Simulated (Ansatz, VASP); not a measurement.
**Al22Ga16O57 (partly crystallised 42Ga2O3-58Al2O3 (mol %)): VASP beside Ansatz**

One calculation is typed for both programs; each brings its own data sets. How far apart do they land? The cell is taken from a series of runs on this material, whose earlier steps may have relaxed, scaled, displaced or heated it; both programs get it as it stands.

Program: Ansatz 0.2.0. Level of theory: plane waves, with VASP 6.6.1 beside it; single point at revPBE. Results are calculated unless marked as measured.

### Step 1. Set-up

The cell holds 95 atoms: 16 Ga, 22 Al and 57 O. Its edges and angles: a = 9.820 Å, b = 9.820 Å, c = 9.820 Å, α = 90.0°, β = 90.0°, γ = 90.0°. As first built, before any earlier steps moved the atoms (in the runner's words): 95 atoms (16 Fe, 22 Al, 57 O) placed at random at 3.62 g/cm^3, melted at 5000 K for 10 ps at fixed volume with the Morse and Coulomb pair potential with partial charges (Pedone, Malavasi, Menziani, Cormack and Segre, J. Phys. Chem. B 110, 11780 (2006)). Quenched from 5000 K to 300 K at 100 K/ps and fixed volume, held 10 ps at zero pressure, then minimised at fixed cell. Then Fe was replaced by Ga and the cell scaled by 1.006 (the potential has no terms for the new elements, so the cell is a start for a DFT relaxation).

### Step 2. VASP: single point, revPBE, pair 1

A single point gives forces, pressure and levels at one fixed geometry, so differences don't come from the geometry; what else differs is listed under the comparison.

Lines of VASP's logs that name or quote its potential files are left out, and so is its time.

Contents of INCAR:

```
SYSTEM = Al22Ga16O57
PREC = Accurate
ENCUT = 520
EDIFF = 1E-06
NELM = 120
ISMEAR = 0
SIGMA = 0.01
LREAL = Auto
ALGO = Normal
GGA = RE
NBANDS = 376
LORBIT = 11
LWAVE = .FALSE.
LCHARG = .FALSE.
ISIF = 2
LASPH = .TRUE.
GGA_COMPAT = .FALSE.
EFERMI = MIDGAP
NCORE = 2
```

Contents of POSCAR:

```
Al22Ga16O57
1.0
    9.8198500000      0.0000000000      0.0000000000
    0.0000000000      9.8198500000      0.0000000000
    0.0000000000      0.0000000000      9.8198500000
Ga Al O
16 22 57
Direct
    0.4423000000      0.9122200000      0.7024900000
    0.2205300000      0.6940500000      0.7420800000
    0.7179700000      0.0462500000      0.8862500000
    0.2070600000      0.8049700000      0.0287000000
    0.0293500000      0.4620600000      0.3049500000
    0.5834900000      0.0184400000      0.4302200000
    0.9807700000      0.0564900000      0.1115600000
    0.2915000000      0.0367500000      0.2305000000
    0.5612300000      0.4926100000      0.3702900000
    0.7214400000      0.5904900000      0.8363600000
    0.7622000000      0.4950500000      0.1009700000
    0.7802000000      0.7073800000      0.3804000000
    0.0143900000      0.5176300000      0.9598300000
    0.0317500000      0.2289300000      0.5426000000
    0.9232300000      0.2775300000      0.8038200000
    0.9438600000      0.8066400000      0.8485100000
    0.1323000000      0.0225100000      0.8056000000
    0.7348800000      0.8139000000      0.6318400000
    0.6315700000      0.3321900000      0.8640400000
    0.6744300000      0.2607300000      0.5916400000
    0.1536800000      0.2608400000      0.9836000000
    0.4006000000      0.4699400000      0.9332200000
    0.0693100000      0.7799400000      0.2811400000
    0.8853100000      0.0072800000      0.4220100000
    0.3437200000      0.7576100000      0.4306100000
    0.9557100000      0.5473800000      0.5958600000
    0.1408300000      0.9237100000      0.5477100000
    0.5762300000      0.2460600000      0.1602200000
    0.4240100000      0.1375100000      0.9366900000
    0.2740500000      0.4506000000      0.6226400000
[... 59 atom lines left out ...]
    0.8174500000      0.9565600000      0.0281000000
    0.8330000000      0.6814400000      0.9817500000
    0.7943200000      0.9028700000      0.7724200000
    0.9617700000      0.3032400000      0.3771300000
    0.0214000000      0.1229700000      0.7152800000
    0.6535200000      0.8624900000      0.3062600000
```

Contents of KPOINTS:

```
Automatic mesh
0
Gamma
1 1 1
0 0 0
```

PAW data sets: Ga_d, Al and O (PBE family, release 64).

Launch:

```bash
> mpirun -np 8 vasp_gam
```

Numbers of over 12 decimals in the logs are rounded to 6 here.

Log:

```text
[banner, memory and clock lines left out]
running    8 mpi-ranks, on    1 nodes
[...]
|                                                                             |
|               ----> ADVICE to this user running VASP <----                  |
|                                                                             |
|     You enforced a specific xc type in the INCAR file but a different       |
|     [... a line on the potential file left out ...]
|     I HOPE YOU KNOW WHAT YOU ARE DOING!                                     |
|                                                                             |

 LDA part: xc-table for (Slater+PW92), standard interpolation
 POSCAR, INCAR and KPOINTS ok, starting setup
[...]
entering main loop
       N       E                     dE             d eps       ncg     rms          rms(c)
DAV:   1     0.159618756703E+05    0.15962E+05   -0.23181E+05   816   0.275E+03
DAV:   2     0.372814567416E+04   -0.12234E+05   -0.11355E+05   752   0.868E+02
DAV:   3    -0.194050825436E+03   -0.39222E+04   -0.36763E+04  1016   0.353E+02
DAV:   4    -0.669599086207E+03   -0.47555E+03   -0.46836E+03  1032   0.135E+02
[...]
DAV:  18    -0.600301315692E+03   -0.67498E-06   -0.28958E-05  1184   0.364E-02    0.659E-03
DAV:  19    -0.600301316688E+03   -0.99600E-06   -0.14297E-05   784   0.175E-02    0.443E-03
DAV:  20    -0.600301317210E+03   -0.52170E-06   -0.74211E-06   776   0.903E-03
   1 F= -.60030132E+03 E0= -.60030132E+03  d E =0.000000E+00
```

OUTCAR, selected parts (step 2):

```text
  Total       46.9579930     63.1599399     85.2257999     -0.1560186     -7.8229580      6.0835505
  in kB       79.4521305    106.8655508    144.2006131     -0.2639809    -13.2363128     10.2932647
  external PRESSURE =     110.1727648 kB  Pullay stress =       0.0000000 kB

 POSITION                                       TOTAL-FORCE (eV/Angst)
 -----------------------------------------------------------------------------------
      4.34332      8.95786      6.89835        -0.258474      0.298169     -0.776403
      2.16557      6.81547      7.28711        -0.053097     -0.142487     -0.143460
      7.05036      0.45417      8.70284        -0.268897     -0.290449      0.451632
      2.03330      7.90468      0.28183        -0.047978     -0.157440      0.888037
      0.28821      4.53736      2.99456         0.269639     -0.351613      0.036110
      5.72978      0.18108      4.22470        -0.507169     -0.106789     -0.575455
      9.63101      0.55472      1.09550        -0.198443      0.411073      0.024612
      2.86249      0.36088      2.26348         0.093953     -0.250454     -0.054788
      5.51119      4.83736      3.63619         0.334861     -0.820324      0.165232
      7.08443      5.79852      8.21293         0.197261     -0.401888      0.037377
      7.48469      4.86132      0.99151         0.051600     -0.738859      0.414304
      7.66145      6.94637      3.73547        -0.344675      0.140953     -0.211064
[...]
3.05712      5.47270      1.79919        -0.233355      0.197067     -0.500380
[...]
-----------------------------------------------------------------------------------
    total drift:                               -0.013963      0.018252     -0.027159

  FREE ENERGIE OF THE ION-ELECTRON SYSTEM (eV)
  ---------------------------------------------------
  free  energy   TOTEN  =      -600.3013172099 eV

  energy  without entropy=     -600.3013172099  energy(sigma->0) =     -600.30131721

[... 3 further parts left out ...]
[key lines of the parts left out:]
E-fermi :   6.4741
```

The run ends at a pressure of 11.02 GPa, with forces up to 2.2 eV/Å.

### Step 3. Ansatz: single point, revPBE, pair 1

Ansatz runs on its default PAW (the set named soft_2) files.

The same cell, functional and mesh now go to Ansatz, which takes its cutoff from its data sets.

Contents of input.yaml:

```yaml
crystal:
  lattice:
    - [9.81985, 0.0, 0.0]
    - [0.0, 9.81985, 0.0]
    - [0.0, 0.0, 9.81985]
  atoms:
    - { symbol: Ga, position: [0.4423, 0.91222, 0.70249] }
    - { symbol: Ga, position: [0.22053, 0.69405, 0.74208] }
    - { symbol: Ga, position: [0.71797, 0.04625, 0.88625] }
    - { symbol: Ga, position: [0.20706, 0.80497, 0.0287] }
    - { symbol: Ga, position: [0.02935, 0.46206, 0.30495] }
    - { symbol: Ga, position: [0.58349, 0.01844, 0.43022] }
    - { symbol: Ga, position: [0.98077, 0.05649, 0.11156] }
    - { symbol: Ga, position: [0.2915, 0.03675, 0.2305] }
    - { symbol: Ga, position: [0.56123, 0.49261, 0.37029] }
    - { symbol: Ga, position: [0.72144, 0.59049, 0.83636] }
    - { symbol: Ga, position: [0.7622, 0.49505, 0.10097] }
    - { symbol: Ga, position: [0.7802, 0.70738, 0.3804] }
    - { symbol: Ga, position: [0.01439, 0.51763, 0.95983] }
    - { symbol: Ga, position: [0.03175, 0.22893, 0.5426] }
    - { symbol: Ga, position: [0.92323, 0.27753, 0.80382] }
    - { symbol: Ga, position: [0.94386, 0.80664, 0.84851] }
    - { symbol: Al, position: [0.1323, 0.02251, 0.8056] }
    - { symbol: Al, position: [0.73488, 0.8139, 0.63184] }
    - { symbol: Al, position: [0.63157, 0.33219, 0.86404] }
    - { symbol: Al, position: [0.67443, 0.26073, 0.59164] }
    - { symbol: Al, position: [0.15368, 0.26084, 0.9836] }
    - { symbol: Al, position: [0.4006, 0.46994, 0.93322] }
    - { symbol: Al, position: [0.06931, 0.77994, 0.28114] }
    - { symbol: Al, position: [0.88531, 0.00728, 0.42201] }
    - { symbol: Al, position: [0.34372, 0.75761, 0.43061] }
    - { symbol: Al, position: [0.95571, 0.54738, 0.59586] }
    - { symbol: Al, position: [0.14083, 0.92371, 0.54771] }
    - { symbol: Al, position: [0.57623, 0.24606, 0.16022] }
    - { symbol: Al, position: [0.42401, 0.13751, 0.93669] }
    - { symbol: Al, position: [0.27405, 0.4506, 0.62264] }
[... 59 atom lines left out ...]
    - { symbol: O, position: [0.81745, 0.95656, 0.0281] }
    - { symbol: O, position: [0.833, 0.68144, 0.98175] }
    - { symbol: O, position: [0.79432, 0.90287, 0.77242] }
    - { symbol: O, position: [0.96177, 0.30324, 0.37713] }
    - { symbol: O, position: [0.0214, 0.12297, 0.71528] }
    - { symbol: O, position: [0.65352, 0.86249, 0.30626] }
kpoints:
  mp_grid: { grid: [1, 1, 1] }
hamiltonian:
  xc: revpbe
scf:
  occupations: { method: fixed }
output:
  forces: true
```

Launch:

```bash
> ansatz run input.yaml --threads 4 --pin off --max-ram 8192MiB --backend cpu --events-out ev --progress --plain --runs-dir out
```

Log:

```text
Engine: ansatz 0.2.0, aarch64-unknown-linux-gnu
Pseudopotentials: kind: paw
Pseudopotential: Ga, paw, valence charge 13, recommended cutoff 420 eV (normal), Ga.paw.azcp
Pseudopotential: Al, paw, valence charge 3, recommended cutoff 420 eV (normal), Al.paw.azcp
Pseudopotential: O, paw, valence charge 6, recommended cutoff 420 eV (normal), O.paw.azcp
Functional definition: revPBE
  parameter kappa = 1.245
  parameter beta = 0.066725
  exchange = pbe_x(kappa = kappa, mu = beta*pi^2/3)
  correlation = pbe_c(beta = beta)
Crystal: 95 atoms, lattice volume = 946.923 Å³
Basis set: ecut = 420 eV, 18613 PW (Γ), exchange–correlation on 144×144×144 points (8 copies of the dense FFT grid, shifted against one another)
Bands: 403, of which v1, the nominal top of the filled ones, is band 308 counted from 1 (307 counted from 0)
Symmetry: 1 space group operations
Space group: P1 (ITA 1), of the structure as read, at distance tolerance 9.8e-5 Å
k-points: 1
Non-local potential: Ga, projectors of the file, l = 0: 2, l = 1: 2, l = 2: 3, l = 3: 1
Non-local potential: Al, projectors of the file, l = 0: 2, l = 1: 2, l = 2: 1
Non-local potential: O, projectors of the file, l = 0: 2, l = 1: 2, l = 2: 1
PAW form: soft (Blöchl's): semilocal exchange-correlation on the pseudo side does not see the compensation charge
PAW frozen core: Ga, regenerated for the run's functional, and the local potential with it (the file was generated under x = pbe(κ = 0.804, μ = 0.219515), c = pbe(β = 0.066725))
PAW frozen core: Al, regenerated for the run's functional, and the local potential with it (the file was generated under x = pbe(κ = 0.804, μ = 0.219515), c = pbe(β = 0.066725))
PAW frozen core: O, regenerated for the run's functional, and the local potential with it (the file was generated under x = pbe(κ = 0.804, μ = 0.219515), c = pbe(β = 0.066725))
PAW one-centre angular grid: Ga, 590 points (default); XC on 64 Gauss nodes
PAW one-centre angular grid: Al, 110 points (default); XC on 64 Gauss nodes
PAW one-centre angular grid: O, 110 points (default); XC on 64 Gauss nodes
Initial density: superposition of atomic densities (neutral atoms: chi_scale 0, normalization atom), corrected by the library's trained network
Initial wavefunctions: pseudopotential atomic-orbital guess
Functional: x = revpbe(κ = 1.245, μ = 0.219515), c = pbe(β = 0.066725)
SCF iter   1: F=—  HF=-104953.839817 eV  |F-HF|=—  |Δ(HF+E_count)|=         —  Δρ=4.48e-3  dr2=1.86e-1  ethr=1.77e-3  ⟨swp⟩=5.0  Hψ=1280  notcnv=0  defer=92
preconditioner: auto → Resta (q_TF=auto, 2.540 Å⁻¹)  ε∞=4.0  [insulator: Δε(μ)=2.678 eV  Ē_g=17.397 eV  n_scr=250 (ndim 8)  ℏωp=29.9 eV  f_vac=0.016  ε∞_Penn≈4.0]
SCF iter   2: F=—  HF=-104953.808693 eV  |F-HF|=—  |Δ(HF+E_count)|=   3.11e-2  Δρ=2.13e-3  dr2=2.65e-2  ethr=3.01e-5  ⟨swp⟩=2.0  Hψ=720  notcnv=0  defer=93
SCF iter   3: F=—  HF=-104953.810984 eV  |F-HF|=—  |Δ(HF+E_count)|=   2.29e-3  Δρ=8.90e-4  dr2=7.30e-3  ethr=4.31e-6  ⟨swp⟩=3.0  Hψ=602  notcnv=0  defer=93
SCF iter   4: F=—  HF=-104953.811796 eV  |F-HF|=—  |Δ(HF+E_count)|=   8.12e-4  Δρ=2.40e-4  dr2=4.96e-4  ethr=1.19e-6  ⟨swp⟩=2.0  Hψ=485  notcnv=0  defer=93
SCF iter   5: F=—  HF=-104953.811947 eV  |F-HF|=—  |Δ(HF+E_count)|=   1.51e-4  Δρ=1.19e-4  dr2=1.20e-4  ethr=8.06e-8  ⟨swp⟩=2.0  Hψ=618  notcnv=0  defer=93
SCF iter   6: F=—  HF=-104953.812013 eV  |F-HF|=—  |Δ(HF+E_count)|=   6.58e-5  Δρ=3.67e-5  dr2=1.34e-5  ethr=1.95e-8  ⟨swp⟩=2.0  Hψ=591  notcnv=0  defer=90
SCF iter   7: F=—  HF=-104953.813314 eV  |F-HF|=—  |Δ(HF+E_count)|=   1.30e-3  Δρ=2.05e-5  dr2=3.79e-6  ethr=2.18e-9  ⟨swp⟩=2.0  Hψ=711  notcnv=0  defer=90
SCF iter   8: F=—  HF=-104953.813317 eV  |F-HF|=—  |Δ(HF+E_count)|=   2.16e-6  Δρ=4.96e-6  dr2=2.69e-7  ethr=6.15e-10  ⟨swp⟩=2.0  Hψ=616  notcnv=0  defer=90
SCF iter   9: F=—  HF=-104953.813317 eV  |F-HF|=—  |Δ(HF+E_count)|=   4.20e-7  Δρ=4.13e-6  dr2=1.30e-7  ethr=1.62e-11  ⟨swp⟩=4.0  Hψ=1263  notcnv=0
SCF iter  10: F=-104953.813317 eV  HF=-104953.813317 eV  |F-HF|=1.05e-8  |Δ(HF+E_count)|=   1.18e-9  Δρ=1.04e-6  dr2=9.48e-9  ethr=1.62e-11  ⟨swp⟩=4.0  Hψ=1149  notcnv=0
SCF 1 converged in 10 iterations: F = -104953.813317 eV  dr2 = 9.48e-9
  greatest PAW one-centre occupation: 0.998 electrons in one spin orbital (limit 2), on the Ga atom at site 1 (counted from 0), in its partial waves of l = 2
SCF converged after 10 iterations
Free energy (F): -104953.813317 eV
Harris-Foulkes:  -104953.813317 eV  (|F-HF|=1.05e-8)
Internal energy: -104953.813317 eV  (E = F + TS)
E sigma→0 (E₀):  -104953.813317 eV
Fermi energy:    7.897645 eV
--- Per-component energies (eV) ---
  E_band       = -503.636787
  E_kinetic    = 12590.252249
  E_local      = -55338.597058  (includes V_loc(G=0)·N_el)
  E_nonlocal   = 9849.971073
  E_hartree    = 24173.298355
  E_xc         = -6229.289368
  E_vxc        = -6980.522743  (∫ρ·V_xc dr)
  E_paw        = -51474.609111  (= ΣΔE_a)
  E_vpaw       = -8971.472715  (= ΣTr[D̂ρ^β])
  E_aug_tail   = 0.139655  (compensation charges beyond the density's cutoff)
  E_ewald      = -38522.351272
  E_core_change = -2.627840  (= ΣΔE_core)
  E_smearing   = -0.000000  (= −TS)
  E_closure    = 0.000000  (closes the sum)
  Σ components = -104953.813317   (vs F -104953.813317, Δ=0.00e0)
--- Forces (eV/Å), atoms counted from 1 ---
  atom   1  Ga    -0.29659881     0.27266763    -0.76286068
  atom   2  Ga    -0.04024958    -0.12879335    -0.13557868
  atom   3  Ga    -0.29919146    -0.27265011     0.44467214
  atom   4  Ga    -0.03988587    -0.15668664     0.87977979
  atom   5  Ga     0.27762720    -0.33074295     0.07242307
  atom   6  Ga    -0.52097766    -0.15178702    -0.56108339
  atom   7  Ga    -0.18238029     0.39235513     0.00812733
  atom   8  Ga     0.11091087    -0.25734263    -0.06853482
  atom   9  Ga     0.33192184    -0.81870028     0.16174096
  atom  10  Ga     0.19511891    -0.43160767     0.05250627
  atom  11  Ga     0.06807391    -0.71393747     0.37044974
  atom  12  Ga    -0.34377452     0.16195305    -0.20479574
  atom  13  Ga    -0.13510700    -0.81517900    -0.22585537
  atom  14  Ga     0.14406518     0.32444676     0.40948314
  atom  15  Ga     0.95108735     0.23586396     0.35240945
  atom  16  Ga    -0.23824651    -0.40336459     0.15374000
  atom  17  Al     0.69381683    -0.28950736    -0.43115472
  atom  18  Al    -0.25122077    -1.64079233    -0.46496036
  atom  19  Al    -0.48979412     0.81650454     0.57877624
  atom  20  Al    -0.66794313    -0.00897038    -0.41033769
  atom  21  Al    -0.37358925     0.01771790     0.46278706
  atom  22  Al     0.24342662    -0.33293817     0.63564769
  atom  23  Al     0.69292287    -0.12768077    -0.20306555
  atom  24  Al    -0.16556460    -0.07526570     0.30367217
[...]
atom  88  O      0.64901158     0.33313052     0.01340743
  atom  89  O     -0.38877964    -0.60637782     0.41255546
  atom  90  O      0.53908090     1.78109841    -0.59262279
  atom  91  O     -0.14119687     0.09880710    -0.14230285
  atom  92  O      0.60891312     0.88052131     1.00621941
  atom  93  O      0.59312838    -0.10409876     0.28648734
  atom  94  O     -1.05548275     1.44898506    -1.08886382
  atom  95  O      1.14340189     0.14138399     0.27317354
  max |Σ_I F_I| component: 4.62e-5 eV/Å
```

In the SCF lines HF is the Harris–Foulkes energy and dr2 the Hartree energy of the density residual, in eV; the loop may stop once dr2 is under the threshold and the program's other checks hold. Hψ counts applications of the Hamiltonian.

### Step 4. Differences

Known differences besides the potentials themselves: fixed occupations in Ansatz, narrow Gaussian smearing in VASP; the cutoff is 420 eV in Ansatz and 520 eV in VASP (PREC = Accurate, projectors in real space); Ansatz makes its cores anew for this functional, VASP keeps those of its PBE data sets. Total energies have different zeros and are not compared.

Both answers:

```csv
quantity,Ansatz,VASP,difference
gap on the k mesh (eV),2.558,2.539,+0.019
```

Forces on 10 of the 95 atoms, those with the largest forces and the largest differences (eV/Å; atoms numbered as in POSCAR):

```csv
atom,"Ansatz x, y, z","VASP x, y, z"
Al18,"-0.251, -1.641, -0.465","-0.240, -1.619, -0.474"
O41,"-0.160, -1.910, 0.169","-0.181, -1.847, 0.162"
O53,"-0.445, 1.093, 0.177","-0.423, 1.079, 0.117"
O65,"0.455, 0.235, 0.399","0.393, 0.211, 0.388"
O71,"0.190, 0.620, -1.613","0.180, 0.632, -1.595"
O79,"-0.245, 1.694, -0.523","-0.255, 1.658, -0.530"
O80,"0.454, -0.127, 2.131","0.474, -0.161, 2.096"
O83,"0.499, -0.774, 0.405","0.453, -0.732, 0.365"
O90,"0.539, 1.781, -0.593","0.528, 1.746, -0.583"
O94,"-1.055, 1.449, -1.089","-1.031, 1.393, -1.072"
```

The forces differ by 22 meV/Å r.m.s., which is 3.9 % of the r.m.s. force of 0.566 eV/Å (both taken over all components). A gap on the mesh is an upper bound, since the band edges may lie between its points.

[end of part 1 of 2]

[Lines on the potential files, build, host, timing and source positions are cut from VASP's logs without a mark.]

[Logs are printed without paths, hosts, clocks, repeated set-up lines and the standing remarks that a program may print on its own settings, such as how far it seeks lower states.]

[Hosts, paths, dates, database ids (printed as entryN), source tags and the programs' standing remarks are cut or masked in the printed files.]
